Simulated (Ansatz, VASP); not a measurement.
**HfO2: VASP beside Ansatz**

Wanted: the spread between two codes on one cell, functional and k mesh. The cell is taken from a series of runs on this material, whose earlier steps may have relaxed, scaled, displaced or heated it; both programs get it as it stands.

Method: plane waves, with VASP 6.6.1 beside it; zone-centre phonons at PBE, in Ansatz 0.2.0.

## (1) Starting point

The structure is tetragonal, space group P4_2/nmc (No. 137). The conventional cell has a = 3.549 Å, b = 3.549 Å, c = 5.106 Å, α = 90.00°, β = 90.00°, γ = 90.00°. Nearest to O lie 4 Hf at 2.07 to 2.32 Å. Hf has 8 O at 2.07 to 2.32 Å nearest. Farther neighbours and most contacts between anions are not listed.

## (2) Ansatz: zone-centre phonons, PBE

Ansatz runs on its PAW soft_1 files.

Second derivatives magnify differences that forces hide, and they need a tight electronic threshold.

The input, input.yaml:

```yaml
crystal:
  lattice:
    - [3.5489131096, 0.0, 0.0]
    - [0.0, 3.5489131096, 0.0]
    - [0.0, 0.0, 5.1063143887]
  atoms:
    - { symbol: O, position: [0.0, 0.5, 0.7069029177] }
    - { symbol: O, position: [0.5, 0.0, 0.7930970823] }
    - { symbol: O, position: [0.5, 0.0, 0.2930970823] }
    - { symbol: O, position: [0.0, 0.5, 0.2069029177] }
    - { symbol: Hf, position: [0.5, 0.5, 0.5] }
    - { symbol: Hf, position: [0.0, 0.0, 0.0] }
kpoints:
  mp_grid: { grid: [8, 8, 4] }
hamiltonian:
  xc: pbe
  pseudopotentials: { kind: paw, azcp: { folder: soft_1 } }
scf:
  occupations: { method: fixed }
output:
  eigenvalues: true
phonons:
  method: dfpt
  dielectric: true
  rigid_motions: translations
```

On the command line:

```console
ansatz run input.yaml --threads 8 --pin off --max-ram 16384MiB --backend cpu --events-out ev --progress --plain --runs-dir out
```

Numbers of over 12 decimals in the logs are rounded to 6 here.

Log:

```text
Engine: ansatz 0.2.0, aarch64-unknown-linux-gnu
Pseudopotentials: kind: paw
Pseudopotential: O, paw, valence charge 6, recommended cutoff 420 eV (normal), soft_1/O.paw.azcp
Pseudopotential: Hf, paw, valence charge 26, recommended cutoff 420 eV (normal), soft_1/Hf.paw.azcp
Functional definition: PBE
  parameter kappa = 0.804
  parameter beta = 0.066725
  exchange = pbe_x(kappa = kappa, mu = beta*pi^2/3)
  correlation = pbe_c(beta = beta)
Crystal: 6 atoms, lattice volume = 64.313 Å³
Basis set: ecut = 420 eV, 1253 PW (Γ), exchange–correlation on 48×48×72 points (8 copies of the dense FFT grid, shifted against one another)
Bands: 46, of which v1, the nominal top of the filled ones, is band 38 counted from 1 (37 counted from 0)
Symmetry: 16 space group operations
k-points: 132 of 256 (irreducible under 1 space group operation, time reversal used)
Non-local potential: O, projectors of the file, l = 0: 2, l = 1: 2, l = 2: 1
Non-local potential: Hf, projectors of the file, l = 0: 3, l = 1: 2, l = 2: 2, l = 3: 3
PAW form: soft (Blöchl's): semilocal exchange-correlation on the pseudo side does not see the compensation charge
PAW one-centre angular grid: O, 110 points (default); XC on 64 Gauss nodes
PAW one-centre angular grid: Hf, 590 points (default); XC on 64 Gauss nodes
Initial density: superposition of atomic densities (chi_scale 0.1, normalization cell, long waves kept (reshape's long-wave potential 0.00 eV rms))
Initial wavefunctions: pseudopotential atomic-orbital guess
Functional: x = pbe(κ = 0.804, μ = 0.219515), c = pbe(β = 0.066725)
SCF iter   1: F=—  HF=-33725.718870 eV  |F-HF|=—  |Δ(HF+E_count)|=         —  Δρ=8.81e-2  dr2=3.80e0  ethr=3.10e-3  ⟨swp⟩=4.4  Hψ=16784  notcnv=0  defer=559
preconditioner: auto → Resta (q_TF=auto, 2.805 Å⁻¹)  ε∞=5.1  [insulator: Δε(μ)=3.945 eV  Ē_g=19.460 eV  n_scr=28 (ndim 8)  ℏωp=39.3 eV  f_vac=0.000  ε∞_Penn≈5.1]
SCF iter   2: F=—  HF=-33724.889778 eV  |F-HF|=—  |Δ(HF+E_count)|=   8.29e-1  Δρ=4.42e-2  dr2=1.07e0  ethr=3.10e-3  ⟨swp⟩=2.0  Hψ=12338  notcnv=0  defer=527
SCF iter   3: F=—  HF=-33724.682316 eV  |F-HF|=—  |Δ(HF+E_count)|=   2.07e-1  Δρ=2.10e-2  dr2=2.51e-1  ethr=1.40e-3  ⟨swp⟩=2.0  Hψ=9752  notcnv=0  defer=764
SCF iter   4: F=—  HF=-33724.563403 eV  |F-HF|=—  |Δ(HF+E_count)|=   1.19e-1  Δρ=7.77e-3  dr2=2.98e-2  ethr=3.31e-4  ⟨swp⟩=2.0  Hψ=10918  notcnv=0  defer=738
SCF iter   5: F=—  HF=-33724.581210 eV  |F-HF|=—  |Δ(HF+E_count)|=   1.78e-2  Δρ=2.95e-3  dr2=4.21e-3  ethr=3.92e-5  ⟨swp⟩=2.0  Hψ=10842  notcnv=0  defer=792
SCF iter   6: F=—  HF=-33724.582456 eV  |F-HF|=—  |Δ(HF+E_count)|=   1.25e-3  Δρ=9.08e-4  dr2=4.28e-4  ethr=5.54e-6  ⟨swp⟩=2.0  Hψ=9786  notcnv=0  defer=792
SCF iter   7: F=—  HF=-33724.582772 eV  |F-HF|=—  |Δ(HF+E_count)|=   3.16e-4  Δρ=4.72e-4  dr2=1.20e-4  ethr=5.63e-7  ⟨swp⟩=2.0  Hψ=10779  notcnv=0  defer=604
SCF iter   8: F=—  HF=-33724.582955 eV  |F-HF|=—  |Δ(HF+E_count)|=   1.84e-4  Δρ=7.91e-5  dr2=2.78e-6  ethr=1.58e-7  ⟨swp⟩=2.2  Hψ=9799  notcnv=0  defer=543
SCF iter   9: F=—  HF=-33724.582962 eV  |F-HF|=—  |Δ(HF+E_count)|=   6.24e-6  Δρ=1.18e-5  dr2=4.73e-8  ethr=3.65e-9  ⟨swp⟩=2.3  Hψ=11134  notcnv=0  defer=510
SCF iter  10: F=—  HF=-33724.582962 eV  |F-HF|=—  |Δ(HF+E_count)|=   2.03e-7  Δρ=1.58e-6  dr2=7.53e-10  ethr=6.23e-11  ⟨swp⟩=2.4  Hψ=10598  notcnv=0  defer=510
SCF iter  11: F=-33724.582962 eV  HF=-33724.582962 eV  |F-HF|=2.91e-11  |Δ(HF+E_count)|=   2.72e-9  Δρ=3.01e-7  dr2=3.92e-11  ethr=1.00e-12  ⟨swp⟩=15.6  Hψ=46351  notcnv=0
SCF 1 converged in 11 iterations: F = -33724.582962 eV  dr2 = 3.92e-11
  greatest PAW one-centre occupation: 0.999 electrons in one spin orbital (limit 2), on the Hf atom at site 5 (counted from 0), in its partial waves of l = 0
DFPT response loops at Γ: preconditioner auto → none (the input reference at scf.mixing.eps_inf says where Resta's filter doesn't serve); β = 0.50; Broyden in place of MSR1
── the response to a field inside a basis, on 8×8×4 k-points: an SCF that follows is theirs, and a resumed run solves both again ──
Bands: 39, of which v1, the nominal top of the filled ones, is band 38 counted from 1 (37 counted from 0)
k-points: 20 of 256
Initial density: handed on by an earlier stage of this run
Initial wavefunctions: pseudopotential atomic-orbital guess (no wavefunctions were taken with the density)
Eigensolver: Dense (20 Hₖ)
SCF iter   1: F=—  HF=-33724.504140 eV  |F-HF|=—  |Δ(HF+E_count)|=         —  Δρ=3.89e-4  dr2=1.65e-5  ethr=1.00e-1
preconditioner: auto → Resta (q_TF=auto, 2.805 Å⁻¹)  ε∞=6.5  [insulator: Δε(μ)=4.876 eV  Ē_g=16.733 eV  n_scr=28 (ndim 8)  ℏωp=39.3 eV  f_vac=0.061  ε∞_Penn≈6.5]
SCF iter   2: F=—  HF=-33724.504148 eV  |F-HF|=—  |Δ(HF+E_count)|=   7.46e-6  Δρ=2.14e-4  dr2=1.03e-5  ethr=2.17e-8
SCF iter   3: F=—  HF=-33724.504152 eV  |F-HF|=—  |Δ(HF+E_count)|=   4.43e-6  Δρ=1.26e-4  dr2=2.52e-6  ethr=1.35e-8
SCF iter   4: F=—  HF=-33724.504155 eV  |F-HF|=—  |Δ(HF+E_count)|=   3.16e-6  Δρ=4.32e-5  dr2=3.13e-7  ethr=3.32e-9
SCF iter   5: F=-33724.504156 eV  HF=-33724.504156 eV  |F-HF|=8.45e-9  |Δ(HF+E_count)|=   4.29e-7  Δρ=9.20e-6  dr2=2.92e-8  ethr=4.12e-10
SCF 1 converged in 5 iterations: F = -33724.504156 eV  dr2 = 2.92e-8
DFPT response loops at Γ: mixed as the last ones told, above
SCF converged after 11 iterations
Free energy (F): -33724.582962 eV
Harris-Foulkes:  -33724.582962 eV  (|F-HF|=2.91e-11)
Internal energy: -33724.582962 eV  (E = F + TS)
E sigma→0 (E₀):  -33724.582962 eV
Fermi energy:    14.465276 eV
--- Per-component energies (eV) ---
  E_band       = 34.537175
  E_kinetic    = 1492.328606
  E_local      = -13929.284473  (includes V_loc(G=0)·N_el)
  E_nonlocal   = 338.835812
  E_hartree    = 6656.382561
  E_xc         = -821.360433
  E_vxc        = -877.854626  (∫ρ·V_xc dr)
  E_paw        = -16052.435755  (= ΣΔE_a)
  E_vpaw       = -302.256129  (= ΣTr[D̂ρ^β])
  E_aug_tail   = 0.003019  (compensation charges beyond the density's cutoff)
  E_ewald      = -11409.052299
  E_smearing   = -0.000000  (= −TS)
  E_closure    = -0.000000  (closes the sum)
  Σ components = -33724.582962   (vs F -33724.582962, Δ=0.00e0)
--- Band table (eV; the first three rows and the last of 132) ---
  k-point 0: bands = [... 34 lower, 14.0198, 14.2844, 14.3034, 14.3034, 19.0591, 19.0978, 20.0855, 20.6565, ... 4 higher]
  k-point 1: bands = [... 34 lower, 13.5382, 13.5382, 14.3400, 14.3400, 19.2892, 19.3798, 20.1511, 20.3809, ... 4 higher]
  k-point 2: bands = [... 34 lower, 13.8451, 13.8451, 14.3721, 14.3721, 19.7946, 19.7946, 19.9918, 19.9918, ... 4 higher]
  k-point 131: bands = [... 34 lower, 13.0851, 13.0851, 14.4653, 14.4653, 20.4048, 20.4048, 20.5006, 20.5006, ... 4 higher]
--- Phonons (Γ-DFPT): 5 representative perturbations + reference, on 132 of 256 k-points (Σ response iterations 18) ---
  k mesh reduced under 1 symmetry operation, with k and −k counted as one. Each operation leaves every solved perturbation unchanged. A smaller set is not considered because the run solves the response to a homogeneous field
  ASR residual: 9.774e-5 → 0.000e0 eV/Å²; symmetrization residual: 1.511e-5 eV/Å²
  ASR residual per site (eV/Å²): 9.77e-5 9.77e-5 9.77e-5 9.77e-5 9.20e-5 9.20e-5
  Γ frequencies (cm⁻¹): 0.00 0.00 0.00 108.62 108.62 124.42 124.42 239.45 278.21 324.79 462.04 462.04 476.61 476.61 612.65 681.37 681.37 683.58
  ε∞ (high-frequency dielectric tensor):
        5.267865     0.000000     0.000000
        0.000000     5.267865     0.000000
        0.000000     0.000000     4.861468
  ε⁰ (static dielectric tensor: ions relaxed, cell fixed):
       55.154715     0.000000    -0.000000
        0.000000    55.154715     0.000000
       -0.000000     0.000000    18.148794
  ε⁰ − ε∞ (ionic part):
       49.886850     0.000000    -0.000000
        0.000000    49.886850     0.000000
       -0.000000     0.000000    13.287326
  softest optical mode at Γ: 108.62 cm⁻¹; the repairs (sum rule, projections) moved no ω² at Γ by more than (2.51 cm⁻¹)²
  Born effective charges Z* (e; rows j = field, columns β = displacement):
    site 0:
        -3.35110    0.00000    0.00000
         0.00000   -2.19596    0.00000
        -0.00000    0.00000   -2.49267
    site 1:
        -3.35110    0.00000   -0.00000
         0.00000   -2.19596   -0.00000
        -0.00000    0.00000   -2.49267
    site 2:
        -2.19596    0.00000    0.00000
         0.00000   -3.35110    0.00000
         0.00000    0.00000   -2.49267
    site 3:
        -2.19596    0.00000    0.00000
         0.00000   -3.35110   -0.00000
         0.00000   -0.00000   -2.49267
    site 4:
         5.54706   -0.00000   -0.00000
        -0.00000    5.54706   -0.00000
         0.00000   -0.00000    4.98533
    site 5:
[...]
Z* charge neutrality: 7.892e-3 e pre-enforcement
  solved inside a basis spanned on kpoints, on 8×8×4 k-points, its susceptibility summed on 10×10×8: ε∞ is read to err by 1.5e-2, Z* by 2.9e-2 e (field_mesh: kpoints solves on kpoints); Z* is corrected for what the basis lacks
  optical modes at Γ without the LO–TO term, one row a degenerate level:
      ω (cm⁻¹)  modes    IR ((D/Å)²/amu)
[...]
optical modes at Γ + LO–TO along q̂ = [1.0000, 0.0000, 0.0000]:
      ω (cm⁻¹)  modes    IR ((D/Å)²/amu)
[...]
optical modes at Γ + LO–TO along q̂ = [0.0000, 1.0000, 0.0000]:
      ω (cm⁻¹)  modes    IR ((D/Å)²/amu)
[...]
optical modes at Γ + LO–TO along q̂ = [0.0000, 0.0000, 1.0000]:
      ω (cm⁻¹)  modes    IR ((D/Å)²/amu)
[...]
239.45      1             0.0000
        278.21      1             0.0000
        462.04      2            66.7671
        476.61      2             0.0000
        612.65      1             0.0000
        627.54      1            42.2642
        681.37      2             0.0000
        683.58      1             0.0000
```

(Part 1 of 3 ends here.)

[Lines on the potential files, build, host, timing and source positions are cut from VASP's logs without a mark.]

[Logs are printed without paths, hosts, clocks, repeated set-up lines and the standing remarks that a program may print on its own settings, such as how far it seeks lower states.]

[Hosts, paths, dates, database ids (printed as entryN), source tags and the programs' standing remarks are cut or masked in the printed files.]
